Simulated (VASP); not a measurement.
Computed with revPBE GGA, VASP's PBE PAW potentials (set 64) (plane waves; VASP).

The input files of a VASP run:

**INCAR**
```
ALGO = Normal   ! blocked Davidson
ISIF = 4   ! ions and shape, fixed volume
EDIFF = 1E-7   ! SCF stop (eV)
ENCUT = 520   ! plane-wave cut-off (eV)
GGA = RE   ! revPBE
LCHARG = .FALSE.
NSW = 30
SYSTEM = CuAu
LREAL = .FALSE.
LWAVE = .FALSE.
IBRION = 2   ! conjugate gradients
LASPH = .TRUE.   ! aspherical one-centre terms
EDIFFG = -0.01   ! ionic stop
ISMEAR = 1   ! Methfessel-Paxton
SIGMA = 0.1   ! width (eV)
PREC = Accurate
LMAXMIX = 6
NELM = 100   ! most electronic steps
```

### KPOINTS
```
Automatic mesh
0
Gamma
13 13 10
0 0 0
```

File POSCAR:
```
CuAu
1
    2.8001216401     0.0000000000     0.0000000000
    0.0000000000     2.8001216401     0.0000000000
    0.0000000000     0.0000000000     3.6796660007
Cu Au
1 1
Direct
  0.0000000000   0.0000000000   0.0000000000
  0.5000000000   0.5000000000   0.5000000000
```

POTCAR, in this order: Cu Au (PBE.64 set). Program: vasp_std.

Output of the run:

**OSZICAR**
```
       N       E                     dE             d eps       ncg     rms          rms(c)
DAV:   1     0.132191039823E+03    0.13219E+03   -0.11484E+04  5286   0.211E+03
DAV:   2    -0.249599304122E+01   -0.13469E+03   -0.12818E+03  5187   0.336E+02
DAV:   3    -0.699102776964E+01   -0.44950E+01   -0.44356E+01  6309   0.719E+01
DAV:   4    -0.703651110880E+01   -0.45483E-01   -0.45470E-01  5713   0.617E+00
DAV:   5    -0.703789937202E+01   -0.13883E-02   -0.13883E-02  7548   0.118E+00    0.115E+01
DAV:   6    -0.654288852611E+01    0.49501E+00   -0.73882E+00  5132   0.797E+01    0.547E+00
DAV:   7    -0.622110696045E+01    0.32178E+00   -0.29906E+00  6147   0.854E+01    0.587E+00
DAV:   8    -0.616083582610E+01    0.60271E-01   -0.27864E-01  6666   0.142E+01    0.274E+00
DAV:   9    -0.615472959847E+01    0.61062E-02   -0.19376E-02  7836   0.309E+00    0.117E-01
DAV:  10    -0.615448051520E+01    0.24908E-03   -0.23333E-03  6670   0.728E-01    0.723E-02
DAV:  11    -0.615448601324E+01   -0.54980E-05   -0.57081E-05  6405   0.849E-02    0.436E-02
DAV:  12    -0.615448103421E+01    0.49790E-05   -0.38322E-06  7704   0.665E-02    0.365E-03
DAV:  13    -0.615448083087E+01    0.20335E-06   -0.46217E-07  5845   0.161E-02    0.126E-03
DAV:  14    -0.615448089708E+01   -0.66215E-07   -0.12059E-07  3171   0.120E-02
   1 F= -.61544809E+01 E0= -.61545295E+01  d E =-.615448E+01
       N       E                     dE             d eps       ncg     rms          rms(c)
DAV:   1    -0.615467968493E+01   -0.19885E-03   -0.80955E-03  5565   0.864E-01    0.829E-02
DAV:   2    -0.615458009861E+01    0.99586E-04   -0.15122E-04  7492   0.338E-01    0.498E-02
DAV:   3    -0.615454540473E+01    0.34694E-04   -0.15481E-04  6283   0.425E-01    0.362E-02
DAV:   4    -0.615452588516E+01    0.19520E-04   -0.79608E-05  6513   0.300E-01    0.606E-03
DAV:   5    -0.615452608250E+01   -0.19734E-06   -0.27987E-06  5561   0.182E-02    0.400E-03
DAV:   6    -0.615452608754E+01   -0.50363E-08   -0.22599E-07  4670   0.130E-02
   2 F= -.61545261E+01 E0= -.61545673E+01  d E =-.451905E-04
       N       E                     dE             d eps       ncg     rms          rms(c)
DAV:   1    -0.615490771047E+01   -0.38163E-03   -0.18822E-02  5565   0.132E+00    0.126E-01
DAV:   2    -0.615467550243E+01    0.23221E-03   -0.35049E-04  7478   0.512E-01    0.759E-02
DAV:   3    -0.615459489923E+01    0.80603E-04   -0.35703E-04  6290   0.646E-01    0.549E-02
DAV:   4    -0.615454972359E+01    0.45176E-04   -0.18435E-04  6469   0.457E-01    0.924E-03
DAV:   5    -0.615455017686E+01   -0.45328E-06   -0.64603E-06  5590   0.281E-02    0.611E-03
DAV:   6    -0.615455019045E+01   -0.13584E-07   -0.55962E-07  5945   0.195E-02
   3 F= -.61545502E+01 E0= -.61545799E+01  d E =-.692934E-04
```

File OUTCAR:
```
------------------------ aborting loop because EDIFF is reached ----------------------------------------
  FORCE on cell =-STRESS in cart. coord.  units (eV):
  Direction    XX          YY          ZZ          XY          YZ          ZX
  --------------------------------------------------------------------------------------
  Total        1.6737225      1.6737225      1.6730280      0.0000000      0.0000000      0.0000000
  in kB       92.9462448     92.9462448     92.9076758      0.0000000      0.0000000      0.0000000
  external PRESSURE =      92.9333884 kB  Pullay stress =       0.0000000 kB
  volume of cell :       28.85
      direct lattice vectors                 reciprocal lattice vectors
     2.796745613  0.000000000  0.000000000     0.357558441 -0.000000000  0.000000000
     0.000000000  2.796745613  0.000000000    -0.000000000  0.357558441  0.000000000
    -0.000000000 -0.000000000  3.688555012    -0.000000000 -0.000000000  0.271108875
 POSITION                                       TOTAL-FORCE (eV/Angst)
 -----------------------------------------------------------------------------------
      0.00000      0.00000      0.00000        -0.000000     -0.000000      0.000000
      1.39837      1.39837      1.84428         0.000000      0.000000      0.000000
 -----------------------------------------------------------------------------------
    total drift:                                0.000000      0.000000     -0.000000
  FREE ENERGIE OF THE ION-ELECTRON SYSTEM (eV)
  ---------------------------------------------------
  free  energy   TOTEN  =        -6.1545501904 eV

  energy  without entropy=       -6.1546394613  energy(sigma->0) =       -6.15457995

 reached required accuracy - stopping structural energy minimisation
```
(Selected blocks of OUTCAR.)

CONTCAR:
```
CuAu
   1.00000000000000
     2.7967456125678973    0.0000000000000000    0.0000000000000000
     0.0000000000000000    2.7967456125678973    0.0000000000000000
    -0.0000000000000000   -0.0000000000000000    3.6885550119369741
  Cu              Au
     1     1
Direct
     0.0000000000000000    0.0000000000000000    0.0000000000000000
     0.5000000000000000    0.5000000000000000    0.5000000000000000
```

The compound is CuAu in the L1_0 structure. This cell is one point of a volume scan, at 0.94 of the reference volume. Symmetry was kept, so distortions that lower it aren't found.
